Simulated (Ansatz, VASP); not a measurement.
# BAs: VASP beside Ansatz, part 2 of 2

One calculation is typed for both programs; each brings its own data sets. How far apart do they land? The cell is taken from a series of runs on this material, whose earlier steps may have relaxed, scaled, displaced or heated it; both programs get it as it stands.

VASP 6.6.1 and Ansatz 0.2.0.

So far: Starting point; Ansatz: zone-centre phonons, LDA.

**3. VASP: zone-centre phonons, LDA**

Level of this step: LDA; plane waves and PAW (B, As) (VASP).

The same cell, functional (in two slightly different forms) and mesh now go to VASP, with its own data sets.

Lines of VASP's logs that name or quote its potential files are left out, and so is its time.

Input file INCAR:

```
SYSTEM = BAs
PREC = Accurate
ENCUT = 500
EDIFF = 1E-08
NELM = 120
ISMEAR = 0
SIGMA = 0.01
LREAL = .FALSE.
ALGO = Normal
GGA = CA
NBANDS = 10
LORBIT = 11
LWAVE = .FALSE.
LCHARG = .FALSE.
ISIF = 2
IBRION = 8
LEPSILON = .TRUE.
LASPH = .TRUE.
GGA_COMPAT = .FALSE.
EFERMI = MIDGAP
KPAR = 2
```

Input file POSCAR:

```
BAs
1.0
    0.0000000000      2.3658309543      2.3658309543
    2.3658309543      0.0000000000      2.3658309543
    2.3658309543      2.3658309543      0.0000000000
B As
1 1
Direct
    0.0000000000      0.0000000000      0.0000000000
    0.2500000000      0.2500000000      0.2500000000
```

Input file KPOINTS:

```
Automatic mesh
0
Gamma
12 12 12
0 0 0
```

PAW data sets: B and As (LDA family, release 64).

On the command line:

```
> mpirun -np 2 vasp_std
```

Numbers of over 12 decimals in the logs are rounded to 6 here.

The log of the run:

```text
[banner, memory and clock lines left out]
running    2 mpi-ranks, on    1 nodes
 distrk:  each k-point on    1 cores,    2 groups
 distr:  one band on    1 cores,    1 groups

 POSCAR found type information on POSCAR B As
 POSCAR found :  2 types and       2 ions
 LDA part: xc-table for (Slater(with rela. corr.)+CA(PZ))
 , standard interpolation
 POSCAR, INCAR and KPOINTS ok, starting setup
 FFT: planning ... GRIDC
 FFT: planning ... GRID_SOFT
 FFT: planning ... GRID
 WAVECAR not read
 entering main loop
       N       E                     dE             d eps       ncg     rms          rms(c)
DAV:   1     0.102968435963E+02    0.10297E+02   -0.38132E+03  1440   0.686E+02
DAV:   2    -0.131164699243E+02   -0.23413E+02   -0.22267E+02  1988   0.105E+02
DAV:   3    -0.137089681641E+02   -0.59250E+00   -0.59132E+00  1712   0.171E+01
DAV:   4    -0.137106256455E+02   -0.16575E-02   -0.16574E-02  1750   0.966E-01
DAV:   5    -0.137106282258E+02   -0.25803E-05   -0.25803E-05  1678   0.389E-02    0.523E+00
DAV:   6    -0.130267907871E+02    0.68384E+00   -0.18490E+00  1556   0.598E+00    0.247E+00
DAV:   7    -0.129395149270E+02    0.87276E-01   -0.21874E-01  1730   0.250E+00    0.903E-01
DAV:   8    -0.129259404553E+02    0.13574E-01   -0.25242E-02  1568   0.888E-01    0.104E-01
DAV:   9    -0.129259643125E+02   -0.23857E-04   -0.73470E-04  1658   0.182E-01    0.593E-02
DAV:  10    -0.129259704436E+02   -0.61310E-05   -0.84946E-05  1558   0.554E-02    0.142E-02
DAV:  11    -0.129259718711E+02   -0.14275E-05   -0.16685E-06  1758   0.944E-03    0.132E-02
DAV:  12    -0.129259717077E+02    0.16334E-06   -0.80019E-07  1600   0.398E-03    0.294E-03
DAV:  13    -0.129259717100E+02   -0.23349E-08   -0.30057E-08  1650   0.127E-03
   1 F= -.12925972E+02 E0= -.12925972E+02  d E =0.000000E+00
 Linear response reoptimize wavefunctions to high precision
DAV:   1    -0.129259717093E+02    0.77841E-09   -0.57991E-09  1616   0.353E-04
DAV:   2    -0.129259717093E+02   -0.13529E-10   -0.12755E-10   908   0.956E-05
 Linear response G [H, r] |phi>, progress :
  Direction:   1
       N       E                     dE             d eps       ncg     rms
RMM:   1    -0.477424088436E+02   -0.47742E+02   -0.63788E+01  3641   0.456E+01
RMM:   2    -0.365928255466E+02    0.11150E+02   -0.30246E+00  2382   0.111E+01
RMM:   3    -0.365855223692E+02    0.73032E-02   -0.47837E-02  2492   0.886E-01
RMM:   4    -0.365832940811E+02    0.22283E-02   -0.25849E-03  2558   0.955E-02
RMM:   5    -0.365830857817E+02    0.20830E-03   -0.25320E-04  2565   0.110E-02
RMM:   6    -0.365830639317E+02    0.21850E-04   -0.30648E-05  2575   0.181E-03
RMM:   7    -0.365830618423E+02    0.20894E-05   -0.11202E-05  2367   0.593E-04
RMM:   8    -0.365830616131E+02    0.22920E-06   -0.10851E-05  2188   0.453E-04
RMM:   9    -0.365830614657E+02    0.14742E-06   -0.16604E-05  2012   0.439E-04
RMM:  10    -0.365830615227E+02   -0.57005E-07   -0.42665E-05  1848   0.439E-04
RMM:  11    -0.365830613538E+02    0.16891E-06   -0.14976E-04  1679   0.440E-04
 Linear response G [H, r] |phi>, progress :
  Direction:   2
       N       E                     dE             d eps       ncg     rms
RMM:   1    -0.463031186140E+02   -0.46303E+02   -0.82134E+01  3635   0.434E+01
RMM:   2    -0.381097265703E+02    0.81934E+01   -0.19959E+00  2352   0.949E+00
RMM:   3    -0.381144331307E+02   -0.47066E-02   -0.36617E-02  2515   0.715E-01
RMM:   4    -0.381124302956E+02    0.20028E-02   -0.24538E-03  2549   0.765E-02
RMM:   5    -0.381122266825E+02    0.20361E-03   -0.23909E-04  2578   0.895E-03
RMM:   6    -0.381122052154E+02    0.21467E-04   -0.21332E-05  2556   0.147E-03
RMM:   7    -0.381122031910E+02    0.20244E-05   -0.11447E-06  2344   0.471E-04
RMM:   8    -0.381122029034E+02    0.28763E-06    0.43754E-06  2206   0.356E-04
RMM:   9    -0.381122028680E+02    0.35332E-07    0.57065E-06  2065   0.345E-04
RMM:  10    -0.381122028579E+02    0.10140E-07    0.82485E-06  1889   0.345E-04
RMM:  11    -0.381122026806E+02    0.17727E-06    0.13517E-05  1732   0.346E-04
 Linear response G [H, r] |phi>, progress :
  Direction:   3
       N       E                     dE             d eps       ncg     rms
RMM:   1    -0.254644413002E+02   -0.25464E+02    0.11694E+02  3443   0.428E+01
RMM:   2    -0.223643570814E+02    0.31001E+01   -0.23767E+00  2342   0.979E+00
RMM:   3    -0.223591998676E+02    0.51572E-02   -0.28498E-02  2488   0.890E-01
RMM:   4    -0.223590321965E+02    0.16767E-03   -0.23056E-04  2566   0.991E-02
RMM:   5    -0.223590366399E+02   -0.44434E-05    0.16811E-07  2539   0.122E-02
RMM:   6    -0.223590372076E+02   -0.56775E-06   -0.11339E-07  2542   0.191E-03
RMM:   7    -0.223590372698E+02   -0.62126E-07   -0.21985E-06  2330   0.587E-04
RMM:   8    -0.223590373158E+02   -0.46044E-07    0.23253E-06  2121   0.416E-04
RMM:   9    -0.223590373497E+02   -0.33926E-07    0.28465E-07  1926   0.400E-04
RMM:  10    -0.223590373483E+02    0.14371E-08    0.13245E-06  1751   0.400E-04
RMM:  11    -0.223590373700E+02   -0.21667E-07    0.45954E-06  1570   0.401E-04
 Linear response to external field (no local field effect), progress :
  Direction:   1
       N       E                     dE             d eps       ncg     rms          rms(c)
RMM:   1    -0.808150269984E+00   -0.80815E+00   -0.37053E+00  3274   0.329E+00
[...]
change of polarisation eV/A/(eV/A) component  3 :     0.188    -0.249     0.660
 dielectric tensor                  component  3 :     1.287    -1.699     5.508
 Linear response to external field, progress :
  Direction:   1
       N       E                     dE             d eps       ncg     rms          rms(c)
RMM:   1    -0.649381359722E+00   -0.64938E+00   -0.29325E+00 12639   0.296E+00
RMM:   2    -0.664033532079E+00   -0.14652E-01   -0.67272E-03  9271   0.402E-01    0.124E+00
RMM:   3    -0.648966389496E+00    0.15067E-01   -0.61956E-03  9454   0.452E-01    0.709E-01
RMM:   4    -0.669582473608E+00   -0.20616E-01   -0.80546E-03  9302   0.532E-01    0.729E-02
RMM:   5    -0.672787975915E+00   -0.32055E-02   -0.12875E-04  9588   0.722E-02    0.844E-03
RMM:   6    -0.672898132888E+00   -0.11016E-03   -0.74524E-07  9716   0.651E-03    0.449E-03
RMM:   7    -0.672957372542E+00   -0.59240E-04   -0.16496E-07  9778   0.284E-03    0.280E-04
RMM:   8    -0.672965245342E+00   -0.78728E-05   -0.48280E-09  9530   0.216E-04    0.106E-04
RMM:   9    -0.672962469175E+00    0.27762E-05   -0.54530E-09  8877   0.100E-04    0.223E-05
RMM:  10    -0.672962586683E+00   -0.11751E-06   -0.40759E-09  5538   0.270E-05    0.399E-06
 change of polarisation eV/A/(eV/A) component  1 :     1.266     0.328     0.203
 dielectric tensor                  component  1 :     9.649     2.242     1.390
 Linear response to external field, progress :
  Direction:   2
       N       E                     dE             d eps       ncg     rms          rms(c)
RMM:   1    -0.649383307352E+00   -0.64938E+00   -0.29325E+00 12636   0.296E+00
RMM:   2    -0.664033946688E+00   -0.14651E-01   -0.66882E-03  9268   0.402E-01    0.124E+00
RMM:   3    -0.648966401943E+00    0.15068E-01   -0.61934E-03  9453   0.452E-01    0.709E-01
RMM:   4    -0.669582386414E+00   -0.20616E-01   -0.80509E-03  9306   0.532E-01    0.729E-02
RMM:   5    -0.672787860067E+00   -0.32055E-02   -0.12838E-04  9589   0.722E-02    0.844E-03
RMM:   6    -0.672898136899E+00   -0.11028E-03   -0.72020E-07  9721   0.651E-03    0.449E-03
RMM:   7    -0.672957373363E+00   -0.59236E-04   -0.16336E-07  9778   0.284E-03    0.280E-04
RMM:   8    -0.672965224646E+00   -0.78513E-05    0.42962E-10  9562   0.216E-04    0.106E-04
RMM:   9    -0.672962453857E+00    0.27708E-05    0.66779E-09  8864   0.100E-04    0.225E-05
RMM:  10    -0.672962580751E+00   -0.12689E-06    0.20936E-09  5591   0.267E-05    0.475E-06
 change of polarisation eV/A/(eV/A) component  2 :     0.270     1.266     0.203
 dielectric tensor                  component  2 :     1.844     9.649     1.387
 Linear response to external field, progress :
  Direction:   3
       N       E                     dE             d eps       ncg     rms          rms(c)
RMM:   1    -0.649395497748E+00   -0.64940E+00   -0.29326E+00 12637   0.296E+00
RMM:   2    -0.664033174416E+00   -0.14638E-01   -0.67342E-03  9271   0.402E-01    0.124E+00
RMM:   3    -0.648966388053E+00    0.15067E-01   -0.61991E-03  9455   0.452E-01    0.709E-01
RMM:   4    -0.669582120343E+00   -0.20616E-01   -0.80571E-03  9302   0.532E-01    0.729E-02
RMM:   5    -0.672788037693E+00   -0.32059E-02   -0.12864E-04  9588   0.722E-02    0.844E-03
RMM:   6    -0.672898124132E+00   -0.11009E-03   -0.75485E-07  9723   0.651E-03    0.448E-03
RMM:   7    -0.672957362286E+00   -0.59238E-04   -0.16834E-07  9769   0.284E-03    0.280E-04
RMM:   8    -0.672965217117E+00   -0.78548E-05   -0.19248E-09  9530   0.215E-04    0.106E-04
RMM:   9    -0.672962447511E+00    0.27696E-05    0.68370E-09  8853   0.100E-04    0.226E-05
RMM:  10    -0.672962578594E+00   -0.13108E-06   -0.26990E-09  5628   0.266E-05    0.491E-06
 change of polarisation eV/A/(eV/A) component  3 :     0.223     0.309     1.266
 dielectric tensor                  component  3 :     1.522     2.109     9.649
 Linear response DOF=           2
 Linear response progress:
  Degree of freedom:   1/  2
       N       E                     dE             d eps       ncg     rms          rms(c)
RMM:   1    -0.440310278134E-01   -0.44031E-01    0.25465E-04 13251   0.109E+00
RMM:   2    -0.410852397645E-01    0.29458E-02   -0.12222E-03  8803   0.216E-01    0.103E-01
RMM:   3    -0.411188689818E-01   -0.33629E-04   -0.23447E-04  9235   0.698E-02    0.538E-02
RMM:   4    -0.414072241540E-01   -0.28836E-03   -0.19363E-04  9030   0.646E-02    0.750E-03
RMM:   5    -0.413807772974E-01    0.26447E-04   -0.55495E-06  9580   0.700E-03    0.725E-04
RMM:   6    -0.413782172437E-01    0.25601E-05   -0.12749E-07  9556   0.560E-04    0.273E-04
RMM:   7    -0.413775086220E-01    0.70862E-06   -0.58010E-08  9778   0.254E-04    0.486E-05
RMM:   8    -0.413775920198E-01   -0.83398E-07    0.24920E-08  9923   0.509E-05    0.136E-05
RMM:   9    -0.413775495685E-01    0.42451E-07    0.37462E-08 10201   0.314E-05    0.170E-06
RMM:  10    -0.413775522697E-01   -0.27013E-08    0.18954E-08  9223   0.225E-05    0.527E-07
 first order change of Fermi-energy  -0.23961E+01
 force on displaced ion       1 direction 1 : -17.268   0.000   0.000
 Born effective charge ion    1 direction 1 :  -0.582   0.000   0.000
 Linear response progress:
  Degree of freedom:   2/  2
       N       E                     dE             d eps       ncg     rms          rms(c)
RMM:   1    -0.400418228635E-01   -0.40042E-01    0.29069E-02 13411   0.115E+00
RMM:   2    -0.376914153182E-01    0.23504E-02   -0.41758E-04  8917   0.215E-01    0.977E-02
RMM:   3    -0.376187183941E-01    0.72697E-04    0.93568E-05  9530   0.267E-02    0.572E-02
RMM:   4    -0.376524871781E-01   -0.33769E-04    0.75904E-05  9348   0.299E-02    0.316E-03
RMM:   5    -0.376558336880E-01   -0.33465E-05    0.84915E-06  9786   0.252E-03    0.856E-04
RMM:   6    -0.376532500908E-01    0.25836E-05    0.25318E-08  9719   0.462E-04    0.133E-04
RMM:   7    -0.376527269304E-01    0.52316E-06   -0.30344E-07 10075   0.853E-05    0.474E-05
RMM:   8    -0.376526528444E-01    0.74086E-07   -0.18531E-07  9704   0.368E-05    0.139E-05
RMM:   9    -0.376526863239E-01   -0.33480E-07   -0.12606E-07 10223   0.252E-05    0.694E-07
RMM:  10    -0.376526923138E-01   -0.59899E-08   -0.14184E-07  7701   0.209E-05    0.227E-07
RMM:  11    -0.376526927133E-01   -0.39944E-09   -0.14310E-07  6348   0.209E-05    0.656E-08
 first order change of Fermi-energy   0.23963E+01
 force on displaced ion       2 direction 1 : -17.276   0.000   0.000
 Born effective charge ion    2 direction 1 :   0.577   0.000   0.000
 Born effective charges drift removed
 Linear response finished
```

OUTCAR, selected parts (step 3):

```text
ion  position               nearest neighbor table
   1  0.000  0.000  0.000-   2 2.05   2 2.05   2 2.05   2 2.05
   2  0.250  0.250  0.250-   1 2.05   1 2.05   1 2.05   1 2.05

  LATTYP: Found a face centered cubic cell.
 ALAT       =     4.7316619086

 Subroutine GETGRP returns: Found 24 space group operations
 (whereof 24 operations were pure point group operations)

The static configuration has the point symmetry T_d .

 Found     72 irreducible k-points:

   k-points           NKPTS =     72   k-points in BZ     NKDIM =     72   number of bands    NBANDS=     10

   dimension x,y,z NGX =    24 NGY =   24 NGZ =   24
   dimension x,y,z NGXF=    48 NGYF=   48 NGZF=   48

   ENCUT  =  500.0 eV  36.75 Ry    6.06 a.u.   6.10  6.10  6.10*2*pi/ulx,y,z

   NELECT =       8.0000    total number of electrons

 k-points in reciprocal lattice and weights: Automatic mesh
   0.00000000  0.00000000  0.00000000       0.001
   0.08333333  0.00000000  0.00000000       0.005
   0.16666667  0.00000000  0.00000000       0.005
   0.25000000  0.00000000  0.00000000       0.005
   0.33333333  0.00000000  0.00000000       0.005
   0.41666667  0.00000000  0.00000000       0.005
   0.50000000  0.00000000  0.00000000       0.002
   0.08333333  0.08333333  0.00000000       0.003
   0.16666667  0.08333333  0.00000000       0.014
[...]
-0.33333333  0.50000000  0.16666667       0.007
  -0.25000000  0.50000000  0.25000000       0.003

 average (electrostatic) potential at core
       1 -31.5855       2 -51.6961

  Total        0.1670890      0.1670890      0.1670890      0.0000000      0.0000000      0.0000000
  in kB       10.1082820     10.1082820     10.1082820      0.0000000      0.0000000      0.0000000
  external PRESSURE =      10.1082820 kB  Pullay stress =       0.0000000 kB

  energy-cutoff  :      500.00
  volume of cell :       26.48
      direct lattice vectors                 reciprocal lattice vectors
     0.000000000  2.365830954  2.365830954    -0.211342234  0.211342234  0.211342234
     2.365830954  0.000000000  2.365830954     0.211342234 -0.211342234  0.211342234
     2.365830954  2.365830954  0.000000000     0.211342234  0.211342234 -0.211342234

 POSITION                                       TOTAL-FORCE (eV/Angst)
 -----------------------------------------------------------------------------------
      0.00000      0.00000      0.00000         0.000000      0.000000      0.000000
      1.18292      1.18292      1.18292        -0.000000     -0.000000     -0.000000
 -----------------------------------------------------------------------------------
    total drift:                                0.000000      0.000000      0.000000

 MACROSCOPIC STATIC DIELECTRIC TENSOR (including local field effects in DFT)
 ------------------------------------------------------
           9.649285    -0.000000    -0.000000
           0.000000     9.649285    -0.000000
          -0.000000    -0.000000     9.649285
 ------------------------------------------------------

 PIEZOELECTRIC TENSOR (including local field effects)  for field in x, y, z        (C/m^2)
          XX          YY          ZZ          XY          YZ          ZX
  --------------------------------------------------------------------------------
  x     0.00000    -0.00000    -0.00000     0.00000     0.12617     0.00000
  y    -0.00000    -0.00000    -0.00000     0.00000     0.00000     0.12617
  z    -0.00000    -0.00000     0.00000     0.12617     0.00000     0.00000

 BORN EFFECTIVE CHARGES (including local field effects) (in |e|, cummulative output)
 ---------------------------------------------------------------------------------
 ion    1
    1    -0.58131    -0.00000    -0.00000
    2    -0.00000    -0.58131     0.00000
    3     0.00000    -0.00000    -0.58131
 ion    2
    1     0.58131     0.00000     0.00000
    2     0.00000     0.58131     0.00000
    3    -0.00000     0.00000     0.58131

 Eigenvectors and eigenvalues of the dynamical matrix
 ----------------------------------------------------

   1 f  =   21.136089 THz   132.801966 2PiTHz  705.024049 cm-1    87.411802 meV
             X         Y         Z           dx          dy          dz
      0.000000  0.000000  0.000000    -0.000000    0.934801    0.000000
      1.182915  1.182915  1.182915    -0.000000   -0.355171    0.000000

   2 f  =   21.136089 THz   132.801966 2PiTHz  705.024049 cm-1    87.411802 meV
             X         Y         Z           dx          dy          dz
      0.000000  0.000000  0.000000    -0.000000   -0.000000    0.934801
      1.182915  1.182915  1.182915     0.000000    0.000000   -0.355171

   3 f  =   21.136089 THz   132.801966 2PiTHz  705.024049 cm-1    87.411802 meV
             X         Y         Z           dx          dy          dz
      0.000000  0.000000  0.000000     0.934801   -0.000000    0.000000
      1.182915  1.182915  1.182915    -0.355171    0.000000    0.000000

   4 f/i=    0.001456 THz     0.009151 2PiTHz    0.048581 cm-1     0.006023 meV
             X         Y         Z           dx          dy          dz
      0.000000  0.000000  0.000000    -0.355171   -0.000000   -0.000000
      1.182915  1.182915  1.182915    -0.934801   -0.000000    0.000000

   5 f/i=    0.001456 THz     0.009151 2PiTHz    0.048581 cm-1     0.006023 meV
             X         Y         Z           dx          dy          dz
      0.000000  0.000000  0.000000    -0.000000    0.355171    0.000000
      1.182915  1.182915  1.182915    -0.000000    0.934801    0.000000

   6 f/i=    0.001456 THz     0.009151 2PiTHz    0.048581 cm-1     0.006023 meV
             X         Y         Z           dx          dy          dz
      0.000000  0.000000  0.000000     0.000000    0.000000   -0.355171
      1.182915  1.182915  1.182915     0.000000    0.000000   -0.934801

 MACROSCOPIC STATIC DIELECTRIC TENSOR IONIC CONTRIBUTION
 ------------------------------------------------------
           0.133679     0.000000    -0.000000
           0.000000     0.133679     0.000000
          -0.000000     0.000000     0.133679
 ------------------------------------------------------

 ELASTIC MODULI CONTR FROM IONIC RELAXATION (kBar)
 Direction    XX          YY          ZZ          XY          YZ          ZX
 --------------------------------------------------------------------------------
 XX          -0.0000      0.0000      0.0000     -0.0000      0.0000     -0.0000
 YY           0.0000     -0.0000      0.0000     -0.0000     -0.0000      0.0000
 ZZ           0.0000      0.0000     -0.0000      0.0000     -0.0000     -0.0000
 XY          -0.0000     -0.0000      0.0000   -212.8103      0.0000     -0.0000
 YZ           0.0000     -0.0000     -0.0000      0.0000   -212.8103      0.0000
 ZX          -0.0000      0.0000     -0.0000     -0.0000      0.0000   -212.8103
 --------------------------------------------------------------------------------

 PIEZOELECTRIC TENSOR IONIC CONTR  for field in x, y, z        (C/m^2)
          XX          YY          ZZ          XY          YZ          ZX
  --------------------------------------------------------------------------------
  x     0.00000    -0.00000    -0.00000    -0.00000    -0.15871     0.00000
  y    -0.00000     0.00000    -0.00000    -0.00000     0.00000    -0.15871
  z    -0.00000    -0.00000     0.00000    -0.15871     0.00000    -0.00000
```

**4. Comparison**

Known differences besides the potentials themselves: the two LDA forms differ slightly; fixed occupations in Ansatz, narrow Gaussian smearing in VASP; VASP's response is taken on the typed mesh, Ansatz refines its own for the field response alone; the data sets hold 18 valence electrons in Ansatz (on its PAW soft_1 files) and 8 in VASP; the cutoff is 420 eV in Ansatz and 500 eV in VASP; VASP's log shows a relativistic correction to its local exchange, Ansatz's none. Total energies have different zeros and are not compared.

Both answers:

| quantity | Ansatz | VASP | difference |
| --- | --- | --- | --- |
| ε∞ xx | 9.66 | 9.65 | +0.09 % |
| ε∞ yy | 9.66 | 9.65 | +0.09 % |
| ε∞ zz | 9.66 | 9.65 | +0.09 % |
| Born charge of B1 (mean of the diagonal) (e) | -0.54 | -0.58 | +0.04 |
| Born charge of As2 (mean of the diagonal) (e) | 0.54 | 0.58 | -0.04 |
| optical mode 1 to 3 (cm⁻¹) | 699.9 | 705.0 | -0.72 % |

Modes are paired by rising frequency, not by their patterns, so a pair may set unlike modes beside each other; they are those without the splitting of longitudinal modes.

**5. Results**

- r.m.s. difference of the optical zone-centre modes, each program's sorted by frequency (zone-centre phonons, LDA): 5.1 cm⁻¹
- difference in optical mode 1 to 3 (zone-centre phonons, LDA): -0.7 %

What this shows: The r.m.s. difference of the optical zone-centre modes, each program's sorted by frequency is 5.1 cm⁻¹ (zone-centre phonons, LDA). The data sets hold unlike numbers of valence electrons (18 in Ansatz and 8 in VASP), so part of the differences comes from the potentials. Among the rows given in per cent, the largest difference of the zone-centre phonons, LDA pair is in optical mode 1 to 3, -0.7 %. Such differences can come from data sets, numerical settings and the points named under the comparisons, not from the functional's error against experiment.

[Lines on the potential files, build, host, timing and source positions are cut from VASP's logs without a mark.]

[Logs are printed without paths, hosts, clocks, repeated set-up lines and the standing remarks that a program may print on its own settings, such as how far it seeks lower states.]

[Hosts, paths, dates, database ids (printed as entryN), source tags and the programs' standing remarks are cut or masked in the printed files.]
